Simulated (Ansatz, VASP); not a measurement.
# Si2Ni (NiSi2 strained to the junction's net) in two plane-wave programs

Wanted: the spread between two codes on one cell, functional and k mesh. The cell is generated by rule, not measured, and may not be a known phase. The structure shown is the start of the Ansatz relaxation below; VASP solves that cell, so the two are compared at the walk's first step.

Calculated with Ansatz 0.2.0; plane waves, with VASP 6.6.1 beside it; single point at PBE.

## 1. The structure

The structure is trigonal, space group R-3m (No. 166). Conventional cell: a = 3.822 Å, b = 3.822 Å, c = 9.435 Å, α = 90.00°, β = 90.00°, γ = 120.00°. Nearest to Si lie 4 Ni at 2.34 to 2.36 Å. Nearest to Ni lie 8 Si at 2.34 to 2.36 Å. Farther neighbours are not listed.

Structure file:

```cif
data_structure
_symmetry_space_group_name_H-M 'P 1'
_symmetry_Int_Tables_number 1
_cell_length_a 3.8220
_cell_length_b 3.8220
_cell_length_c 9.4352
_cell_angle_alpha 90.000
_cell_angle_beta 90.000
_cell_angle_gamma 120.000
_cell_volume 119.36
loop_
_atom_site_label
_atom_site_type_symbol
_atom_site_fract_x
_atom_site_fract_y
_atom_site_fract_z
_atom_site_occupancy
Si1 Si 0.00000 0.00000 0.00000 1
Si2 Si 0.66667 0.33333 0.16667 1
Si3 Si 0.33333 0.66667 0.33333 1
Si4 Si 0.00000 0.00000 0.50000 1
Si5 Si 0.66667 0.33333 0.66667 1
Si6 Si 0.33333 0.66667 0.83333 1
Ni7 Ni 0.33333 0.66667 0.08333 1
Ni8 Ni 0.66667 0.33333 0.41667 1
Ni9 Ni 0.00000 0.00000 0.75000 1
```

## 2. Ansatz: relaxation, PBE

Ansatz runs on its default PAW (the set named soft_2) files.

The two programs are compared at the cell with which this relaxation starts, whose forces are those of its first step.

input.yaml reads:

```yaml
crystal:
  lattice:
    - [3.822, 0.0, 0.0]
    - [-1.911, 3.3099490933, 0.0]
    - [0.0, 0.0, 9.4351961468]
  atoms:
    - { symbol: Si, position: [0.0, 0.0, 0.0] }
    - { symbol: Ni, position: [0.3333333333, 0.6666666667, 0.0833333333] }
    - { symbol: Si, position: [0.6666666667, 0.3333333333, 0.1666666667] }
    - { symbol: Si, position: [0.3333333333, 0.6666666667, 0.3333333333] }
    - { symbol: Ni, position: [0.6666666667, 0.3333333333, 0.4166666667] }
    - { symbol: Si, position: [0.0, 0.0, 0.5] }
    - { symbol: Si, position: [0.6666666667, 0.3333333333, 0.6666666667] }
    - { symbol: Ni, position: [0.0, 0.0, 0.75] }
    - { symbol: Si, position: [0.3333333333, 0.6666666667, 0.8333333333] }
kpoints:
  mp_grid: { grid: [12, 12, 3] }
scf:
  occupations: { method: fermi_dirac, width: 0.1 }
  max_iter: 150
hamiltonian:
  xc: pbe
relax:
  f_tol: 0.01
  max_steps: 40
  cell: { fix: [a, b, angles] }
```

On the command line:

```bash
$ ansatz run input.yaml --threads 8 --pin off --max-ram 24576MiB --backend cpu --events-out ev --progress --plain --runs-dir out
```

Numbers of over 12 decimals in the logs are rounded to 6 here.

Output:

```text
Engine: ansatz 0.2.0, aarch64-unknown-linux-gnu
Pseudopotentials: kind: paw
Pseudopotential: Si, paw, valence charge 4, recommended cutoff 420 eV (normal), Si.paw.azcp
Pseudopotential: Ni, paw, valence charge 18, recommended cutoff 420 eV (normal), Ni.paw.azcp
Functional definition: PBE
  parameter kappa = 0.804
  parameter beta = 0.066725
  exchange = pbe_x(kappa = kappa, mu = beta*pi^2/3)
  correlation = pbe_c(beta = beta)
Crystal: 9 atoms, lattice volume = 119.361 Å³
Basis set: ecut = 420 eV, 2287 PW (Γ), exchange–correlation on 54×54×128 points (8 copies of the dense FFT grid, shifted against one another)
Bands: 48, of which v1, the nominal top of the filled ones, is band 39 counted from 1 (38 counted from 0)
Symmetry: 36 space group operations
Space group: R-3m (ITA 166), of the structure as read, at distance tolerance 4.9e-5 Å
k-points: 50 of 432
Non-local potential: Si, projectors of the file, l = 0: 2, l = 1: 2, l = 2: 2
Non-local potential: Ni, projectors of the file, l = 0: 3, l = 1: 2, l = 2: 3, l = 3: 1
PAW form: soft (Blöchl's): semilocal exchange-correlation on the pseudo side does not see the compensation charge
PAW one-centre angular grid: Si, 110 points (default); XC on 64 Gauss nodes
PAW one-centre angular grid: Ni, 590 points (default); XC on 64 Gauss nodes
Initial density: superposition of atomic densities (neutral atoms: chi_scale 0, normalization atom), corrected by the library's trained network
Initial wavefunctions: pseudopotential atomic-orbital guess
Functional: x = pbe(κ = 0.804, μ = 0.219515), c = pbe(β = 0.066725)
SCF iter   1: F=—  HF=-21337.246923 eV  |F-HF|=—  |Δ(HF+E_count)|=         —  Δρ=1.05e-2  dr2=9.36e-2  ethr=1.77e-3  ⟨swp⟩=7.6  Hψ=10244  notcnv=0  defer=1
preconditioner: auto → Kerker (q_TF=auto, 2.542 Å⁻¹)  [metal: Δε(μ)=0.019 eV  Ē_g=7.370 eV  σ=0.100 eV  W_gap=0.05  n_scr=36 (ndim 8)  ℏωp=25.0 eV  f_vac=0.000  D(μ)=2.69/eV (n_scr^D=24)]
SCF iter   2: F=—  HF=-21337.238130 eV  |F-HF|=—  |Δ(HF+E_count)|=   8.79e-3  Δρ=4.24e-3  dr2=1.86e-2  ethr=1.20e-4  ⟨swp⟩=2.0  Hψ=3021  notcnv=0  defer=1
SCF iter   3: F=—  HF=-21337.236167 eV  |F-HF|=—  |Δ(HF+E_count)|=   1.96e-3  Δρ=5.49e-4  dr2=2.86e-4  ethr=2.39e-5  ⟨swp⟩=1.3  Hψ=2593  notcnv=0  defer=2
SCF iter   4: F=—  HF=-21337.236321 eV  |F-HF|=—  |Δ(HF+E_count)|=   1.54e-4  Δρ=2.05e-4  dr2=6.72e-5  ethr=3.66e-7  ⟨swp⟩=2.0  Hψ=4320  notcnv=0  defer=2
SCF iter   5: F=—  HF=-21337.236315 eV  |F-HF|=—  |Δ(HF+E_count)|=   5.90e-6  Δρ=2.15e-4  dr2=3.99e-5  ethr=8.62e-8  ⟨swp⟩=2.0  Hψ=3736  notcnv=0  defer=2
SCF iter   6: F=—  HF=-21337.236318 eV  |F-HF|=—  |Δ(HF+E_count)|=   2.68e-6  Δρ=7.22e-5  dr2=5.55e-6  ethr=5.11e-8  ⟨swp⟩=2.0  Hψ=3345  notcnv=0  defer=2
SCF iter   7: F=—  HF=-21337.236319 eV  |F-HF|=—  |Δ(HF+E_count)|=   1.73e-6  Δρ=1.20e-5  dr2=2.41e-7  ethr=7.12e-9  ⟨swp⟩=2.1  Hψ=3313  notcnv=0  defer=2
SCF iter   8: F=-21337.236320 eV  HF=-21337.236320 eV  |F-HF|=5.68e-10  |Δ(HF+E_count)|=   1.49e-7  Δρ=2.47e-6  dr2=1.10e-8  ethr=1.28e-10  ⟨swp⟩=4.1  Hψ=8502  notcnv=0
SCF 1 converged in 8 iterations: F = -21337.236320 eV  dr2 = 1.10e-8
  greatest PAW one-centre occupation: 1.000 electrons in one spin orbital (limit 2), on the Ni atom at site 7 (counted from 0), in its partial waves of l = 1
relax step   1: F+E_penalty+E_count = -21337.23631953 eV  Δ(F+E_penalty+E_count) = +0.000e0 eV  max|allowed force component| = 9.531e-2 eV/Å  Δτ_max = 0.0000 Å  P = +2.113 GPa  Ω = 119.361 Å³  fix = [a, b, alpha, beta, gamma]  reactions: a +2.306, b +2.306 GPa  (8 SCF iters, dr2 threshold 1.00e-7 eV, accepted)
[...]
relax step   2: F+E_penalty+E_count = -21337.24370247 eV  Δ(F+E_penalty+E_count) = -7.383e-3 eV  max|allowed force component| = 5.900e-2 eV/Å  Δτ_max = 0.0069 Å  P = +1.405 GPa  Ω = 119.931 Å³  energy of the carried Pulay correction = -1.601e-4 eV  fix = [a, b, alpha, beta, gamma]  reactions: a +1.751, b +1.751 GPa  (6 SCF iters, dr2 threshold 9.00e-7 eV, accepted)
[...]
relax step   3: F+E_penalty+E_count = -21337.24621467 eV  Δ(F+E_penalty+E_count) = -2.512e-3 eV  max|allowed force component| = 7.145e-3 eV/Å  Δτ_max = 0.0082 Å  P = +0.782 GPa  Ω = 120.447 Å³  energy of the carried Pulay correction = -3.044e-4 eV  fix = [a, b, alpha, beta, gamma]  reactions: a +1.210, b +1.210 GPa  (6 SCF iters, dr2 threshold 9.00e-7 eV, accepted)
[...]
relax step   4: F+E_penalty+E_count = -21337.24623349 eV  Δ(F+E_penalty+E_count) = -1.882e-5 eV  max|allowed force component| = 1.336e-3 eV/Å  Δτ_max = 0.0005 Å  P = +0.793 GPa  Ω = 120.437 Å³  energy of the carried Pulay correction = -3.017e-4 eV  fix = [a, b, alpha, beta, gamma]  reactions: a +1.200, b +1.200 GPa  (6 SCF iters, dr2 threshold 1.41e-8 eV, accepted)
[...]
relax step   5: F+E_penalty+E_count = -21337.24653248 eV  Δ(F+E_penalty+E_count) = -2.990e-4 eV  max|allowed force component| = 1.389e-3 eV/Å  Δτ_max = 0.0000 Å  P = +0.795 GPa  Ω = 120.437 Å³  fix = [a, b, alpha, beta, gamma]  reactions: a +1.201, b +1.201 GPa  stress off target by 1.77e-2 GPa on what of the cell is left free  SCF on the basis re-selected at this cell (its energy is not comparable with the rows above)  (6 SCF iters)
basis re-selected at this cell: Δ(F+E_penalty+E_count) = -2.990e-4 eV, ΔP = +0.001 GPa vs the last step (what re-selecting the basis moved, of the pressure what is left beyond the Pulay correction that the steps carried, after the strain that the cell walked since its last selection, with what the two solves' SCF thresholds leave and, on support functions, any second-order correction that the steps lacked; it is no m [...]
SCF converged after 6 iterations
Free energy (F): -21337.246532 eV
Harris-Foulkes:  -21337.246532 eV  (|F-HF|=1.46e-11)
Internal energy: -21337.159301 eV  (E = F + TS)
E sigma→0 (E₀):  -21337.202917 eV
Entropy (-TS):   -0.087231 eV (-9.692 meV/atom)
Fermi energy:    12.965436 eV
--- Per-component energies (eV) ---
  E_band       = -1048.730640
  E_kinetic    = 1108.712335
  E_local      = -14781.136295  (includes V_loc(G=0)·N_el)
  E_nonlocal   = 2038.661530
  E_hartree    = 6390.198784
  E_xc         = -596.871620
  E_vxc        = -624.195649  (∫ρ·V_xc dr)
  E_paw        = -7954.144152  (= ΣΔE_a)
  E_vpaw       = -1571.172126  (= ΣTr[D̂ρ^β])
  E_aug_tail   = 0.001675  (compensation charges beyond the density's cutoff)
  E_ewald      = -7542.581558
  E_smearing   = -0.087231  (= −TS)
  E_closure    = 0.000000  (closes the sum)
  Σ components = -21337.246532   (vs F -21337.246532, Δ=0.00e0)
--- Forces (eV/Å), atoms counted from 1 ---
  atom   1  Si    -0.00000000    -0.00000000    -0.00138941
  atom   2  Ni     0.00000000     0.00000000     0.00000000
  atom   3  Si     0.00000000     0.00000000     0.00138941
  atom   4  Si    -0.00000000    -0.00000000    -0.00138941
  atom   5  Ni    -0.00000000     0.00000000     0.00000000
  atom   6  Si    -0.00000000     0.00000000     0.00138941
  atom   7  Si     0.00000000    -0.00000000    -0.00138941
  atom   8  Ni     0.00000000    -0.00000000     0.00000000
  atom   9  Si     0.00000000     0.00000000     0.00138941
  max |Σ_I F_I| component: 9.25e-18 eV/Å
--- Stress (GPa, compression-positive) ---
        1.201063      -0.000000      -0.000000
       -0.000000       1.201063      -0.000000
       -0.000000      -0.000000      -0.017704
  P = ⅓ Tr σ = 0.7948 GPa (7.948 kbar)
--- Relaxed structure (4 steps of the walk, 4 accepted, 1 SCFs on fresh bases) ---
  F+E_penalty+E_count = -21337.24653248 eV   max|allowed force component| = 1.389e-3 eV/Å   (the final SCF, on the basis selected at the relaxed cell)
  cell:  # Å, volume = 120.4374 Å³
    - [3.822000, 0, 0]
    - [-1.911000, 3.309949, 0]
    - [0, 0, 9.520271]
  atoms:
    - { symbol: Si, position: [-6.134250623527153e-19, -1.7526430352934764e-19, -0.0016614] }
    - { symbol: Ni, position: [0.333333, 0.666667, 0.083333] }
    - { symbol: Si, position: [0.666667, 0.333333, 0.168328] }
    - { symbol: Si, position: [0.333333, 0.666667, 0.331672] }
    - { symbol: Ni, position: [0.666667, 0.333333, 0.416667] }
    - { symbol: Si, position: [6.134250623527157e-19, 1.7526430352934764e-19, 0.501661] }
    - { symbol: Si, position: [0.666667, 0.333333, 0.665005] }
    - { symbol: Ni, position: [0, 0, 0.75] }
    - { symbol: Si, position: [0.333333, 0.666667, 0.834995] }
```

## 3. VASP: single point, PBE, start cell

The same cell, functional, mesh and smearing now go to VASP, with its own data sets.

Lines of VASP's logs that name or quote its potential files are left out, and so is its time.

INCAR reads:

```
SYSTEM = Si2Ni
PREC = Accurate
ENCUT = 520
EDIFF = 1E-06
NELM = 120
ISMEAR = -1
SIGMA = 0.1
LREAL = .FALSE.
ALGO = Normal
GGA = PE
NBANDS = 36
LASPH = .TRUE.
LORBIT = 11
LWAVE = .FALSE.
LCHARG = .FALSE.
ISIF = 2
GGA_COMPAT = .FALSE.
KPAR = 2
```

POSCAR reads:

```
Si2Ni
1.0
    3.8220000000      0.0000000000      0.0000000000
   -1.9110000000      3.3099490000      0.0000000000
    0.0000000000      0.0000000000      9.4351960000
Si Ni
6 3
Direct
    0.0000000000      0.0000000000      0.0000000000
    0.6666666163      0.3333332326      0.1666667020
    0.3333333837      0.6666667674      0.3333332980
    0.0000000000      0.0000000000      0.5000000000
    0.6666666163      0.3333332326      0.6666667020
    0.3333333837      0.6666667674      0.8333332980
    0.3333333837      0.6666667674      0.0833332980
    0.6666666163      0.3333332326      0.4166667020
    0.0000000000      0.0000000000      0.7500000000
```

KPOINTS reads:

```
Automatic mesh
0
Gamma
12 12 3
0 0 0
```

Potentials, in the order of the species: Si and Ni (PBE family, release 64).

On the command line:

```bash
$ mpirun -np 2 vasp_std
```

Output:

```text
[banner, memory and clock lines left out]
running    2 mpi-ranks, on    1 nodes
 distrk:  each k-point on    1 cores,    2 groups
 distr:  one band on    1 cores,    1 groups

 POSCAR found type information on POSCAR SiNi
 POSCAR found :  2 types and       9 ions
 LDA part: xc-table for (Slater+PW92), standard interpolation
 POSCAR, INCAR and KPOINTS ok, starting setup
 FFT: planning ... GRIDC
 FFT: planning ... GRID_SOFT
 FFT: planning ... GRID
 WAVECAR not read
 entering main loop
       N       E                     dE             d eps       ncg     rms          rms(c)
DAV:   1     0.335900889937E+03    0.33590E+03   -0.22833E+04  3600   0.157E+03
DAV:   2    -0.271630231917E+02   -0.36306E+03   -0.34930E+03  3604   0.346E+02
DAV:   3    -0.570092024964E+02   -0.29846E+02   -0.28669E+02  4288   0.111E+02
DAV:   4    -0.581762719761E+02   -0.11671E+01   -0.11550E+01  4408   0.205E+01
DAV:   5    -0.582159121678E+02   -0.39640E-01   -0.39592E-01  4668   0.378E+00    0.282E+01
DAV:   6    -0.717584536718E+02   -0.13543E+02   -0.17395E+02  4584   0.198E+02    0.436E+01
DAV:   7    -0.531206907419E+02    0.18638E+02   -0.44141E+01  4328   0.114E+02    0.107E+01
DAV:   8    -0.523940288118E+02    0.72666E+00   -0.15137E+01  5468   0.485E+01    0.666E+00
DAV:   9    -0.521330843727E+02    0.26094E+00   -0.22030E+00  5068   0.185E+01    0.162E+00
DAV:  10    -0.521356833379E+02   -0.25990E-02   -0.48513E-02  4608   0.210E+00    0.954E-01
DAV:  11    -0.521329820416E+02    0.27013E-02   -0.97825E-03  4068   0.455E-01    0.468E-01
DAV:  12    -0.521325847878E+02    0.39725E-03   -0.35305E-03  4696   0.862E-01    0.184E-01
DAV:  13    -0.521325205109E+02    0.64277E-04   -0.52622E-04  4568   0.366E-01    0.232E-02
DAV:  14    -0.521325259661E+02   -0.54552E-05   -0.57294E-05  4636   0.700E-02    0.237E-02
DAV:  15    -0.521325264836E+02   -0.51755E-06   -0.34816E-06  3816   0.140E-02
   1 F= -.52132526E+02 E0= -.52088525E+02  d E =-.880036E-01
```

(Continued in part 2 of 2.)

[Lines on the potential files, build, host, timing and source positions are cut from VASP's logs without a mark.]

[Logs are printed without paths, hosts, clocks, repeated set-up lines and the standing remarks that a program may print on its own settings, such as how far it seeks lower states.]

[Hosts, paths, dates, database ids (printed as entryN), source tags and the programs' standing remarks are cut or masked in the printed files.]
